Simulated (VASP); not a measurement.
Method: PBE GGA, VASP's PBE PAW potentials (set 64) (plane waves; VASP).

Input for VASP

### KPOINTS
```
Automatic mesh
0
Gamma
14 14 8
0 0 0
```

INCAR:
```
! general
SYSTEM  = Tc
PREC    = Accurate
ENCUT   = 480
LREAL   = .False.   ! projection in real space or not
LASPH   = .True.

! electronic loop
EDIFF   = 1E-7
NELM    = 100
ALGO    = Normal   ! blocked Davidson
LMAXMIX = 4

! smearing
ISMEAR  = 1   ! Methfessel-Paxton
SIGMA   = 0.1

! functional
GGA     = PE

! ions
ISIF    = 2   ! forces and stress, cell fixed

! output
LWAVE   = .False.
LCHARG  = .False.
```

POSCAR:
```
Tc
2.7449250
  0.4999998518  -0.8660252912   0.0000000000
  0.4999998518   0.8660252912   0.0000000000
  0.0000000000   0.0000000000   1.6020188564
Tc
2
Cart
  0.4999998518   0.2886756744   0.4005047141
  0.4999998518  -0.2886756744   1.2015141423
```

POTCAR, in this order: Tc_pv (PBE.64 set). Program: vasp_std.

Output

OUTCAR:
```
 ion  position               nearest neighbor table
   1  0.333  0.667  0.250-   2 2.71   2 2.71   2 2.71   2 2.71   2 2.71   2 2.71
   2  0.667  0.333  0.750-   1 2.71   1 2.71   1 2.71   1 2.71   1 2.71   1 2.71
  LATTYP: Found a hexagonal cell.
 ALAT       =     2.7449245289
 C/A-ratio  =     1.6020191313
 Subroutine PRICEL returns:
 Original cell was already a primitive cell.
 Subroutine GETGRP returns: Found 24 space group operations
The static configuration has the point symmetry D_3d.
 The point group associated with its full space group is D_6h.
The dynamic configuration has the point symmetry D_3d.
 Subroutine INISYM returns: Found 24 space group operations
 Subroutine IBZKPT returns following result:
 Found    120 irreducible k-points:

 Following reciprocal coordinates:
            Coordinates               Weight
  0.000000  0.000000  0.000000      1.000000
  0.071429  0.000000  0.000000      6.000000
  0.142857  0.000000  0.000000      6.000000
  0.214286 -0.000000  0.000000      6.000000
  0.285714 -0.000000  0.000000      6.000000
  0.357143  0.000000  0.000000      6.000000
  0.428571 -0.000000  0.000000      6.000000
  0.500000 -0.000000  0.000000      3.000000
  0.071429  0.071429  0.000000      6.000000
  0.142857  0.071429  0.000000     12.000000
  0.214286  0.071429  0.000000     12.000000
  0.285714  0.071429  0.000000     12.000000
  0.357143  0.071429  0.000000     12.000000
  0.428571  0.071429  0.000000     12.000000
  0.142857  0.142857  0.000000      6.000000
  0.214286  0.142857  0.000000     12.000000
  0.285714  0.142857  0.000000     12.000000
  0.357143  0.142857  0.000000     12.000000
  0.428571  0.142857  0.000000      6.000000
  0.214286  0.214286  0.000000      6.000000
  0.285714  0.214286  0.000000     12.000000
  0.357143  0.214286  0.000000     12.000000
...
```

File OSZICAR:
```
       N       E                     dE             d eps       ncg     rms          rms(c)
DAV:   1     0.300799737712E+03    0.30080E+03   -0.16105E+04  4112   0.151E+03
DAV:   2    -0.144318865364E+02   -0.31523E+03   -0.31215E+03  4606   0.445E+02
DAV:   3    -0.220868218819E+02   -0.76549E+01   -0.74833E+01  4806   0.796E+01
DAV:   4    -0.221575302829E+02   -0.70708E-01   -0.70607E-01  4519   0.762E+00
DAV:   5    -0.221581681057E+02   -0.63782E-03   -0.63771E-03  4602   0.685E-01    0.235E+01
DAV:   6    -0.208575785351E+02    0.13006E+01   -0.31849E+00  4331   0.177E+01    0.725E+00
DAV:   7    -0.207080914817E+02    0.14949E+00   -0.59276E-01  4659   0.690E+00    0.865E-01
DAV:   8    -0.206991285044E+02    0.89630E-02   -0.10796E-02  4220   0.114E+00    0.297E-01
DAV:   9    -0.206990645859E+02    0.63919E-04   -0.56396E-04  4789   0.212E-01    0.215E-02
DAV:  10    -0.206990599336E+02    0.46524E-05   -0.15881E-05  4347   0.344E-02    0.905E-03
DAV:  11    -0.206990590730E+02    0.86060E-06   -0.60746E-07  4367   0.862E-03    0.863E-04
DAV:  12    -0.206990587463E+02    0.32664E-06   -0.41803E-08  2134   0.164E-03    0.199E-04
DAV:  13    -0.206990587209E+02    0.25474E-07   -0.77145E-09  2066   0.651E-04
   1 F= -.20699059E+02 E0= -.20698654E+02  d E =-.121456E-02
```

OUTCAR:
```
------------------------ aborting loop because EDIFF is reached ----------------------------------------
  FORCE on cell =-STRESS in cart. coord.  units (eV):
  Direction    XX          YY          ZZ          XY          YZ          ZX
  --------------------------------------------------------------------------------------
  Total        0.1506475      0.1506475      0.1403942      0.0000000      0.0000000     -0.0000000
  in kB        8.4116823      8.4116851      7.8391720      0.0000000      0.0000000     -0.0000000
  external PRESSURE =       8.2208465 kB  Pullay stress =       0.0000000 kB
  volume of cell :       28.69
      direct lattice vectors                 reciprocal lattice vectors
     1.372462093 -2.377174472  0.000000000     0.364308787 -0.210333741  0.000000000
     1.372462093  2.377174472  0.000000000     0.364308787  0.210333741  0.000000000
     0.000000000  0.000000000  4.397421609     0.000000000  0.000000000  0.227405987
 POSITION                                       TOTAL-FORCE (eV/Angst)
 -----------------------------------------------------------------------------------
      1.37246      0.79239      1.09936        -0.000000     -0.000000      0.000000
      1.37246     -0.79239      3.29807         0.000000      0.000000      0.000000
 -----------------------------------------------------------------------------------
    total drift:                                0.000027      0.000619     -0.000043
  FREE ENERGIE OF THE ION-ELECTRON SYSTEM (eV)
  ---------------------------------------------------
  free  energy   TOTEN  =       -20.6990587209 eV

  energy  without entropy=      -20.6978441609  energy(sigma->0) =      -20.69865387
```
(Selected blocks of OUTCAR.)

### OUTCAR
```
 val. band max:       12.5721617054   @ k =   0.3571   0.1429   0.2500

 cond. band min:      12.5771576909   @ k =   0.1429   0.1429   0.1250


 Fermi energy:        12.5744039791

 k-point     1 :       0.0000    0.0000    0.0000
  band No.  band energies     occupation
      1     -26.8387      2.00000
      2     -25.7414      2.00000
      3     -25.7414      2.00000
      4     -25.5556      2.00000
      5     -25.5556      2.00000
      6     -25.5159      2.00000
      7       5.3004      2.00000
      8       7.2018      2.00000
      9      11.0634      2.00000
     10      11.0634      2.00000
     11      11.1421      2.00000
     12      11.7803      2.00000
     13      11.7803      2.00000
     14      12.4713      2.05605
     15      12.4714      2.05600
     16      14.2844     -0.00000
     17      15.1271      0.00000

 k-point     2 :       0.0714    0.0000    0.0000
  band No.  band energies     occupation
      1     -26.8180      2.00000
      2     -25.7877      2.00000
      3     -25.7565      2.00000
      4     -25.6038      2.00000
      5     -25.5620      2.00000
      6     -25.5246      2.00000
      7       5.4919      2.00000
      8       7.3573      2.00000
      9      10.6722      2.00000
     10      11.2269      2.00000
     11      11.4752      2.00000
     12      11.6831      2.00000
     13      11.9325      2.00000
     14      12.2296      2.00001
     15      12.3419      2.00488
     16      13.2820     -0.00000
     17      15.2091      0.00000

 k-point     3 :       0.1429    0.0000    0.0000
  band No.  band energies     occupation
      1     -26.7581      2.00000
      2     -25.9177      2.00000
      3     -25.7980      2.00000
      4     -25.7365      2.00000
      5     -25.5809      2.00000
      6     -25.5510      2.00000
      7       6.0291      2.00000
      8       7.7532      2.00000
      9      10.1956      2.00000
     10      11.3111      2.00000
     11      11.3903      2.00000
...
```

The compound is Tc in the hcp structure. It was relaxed first.
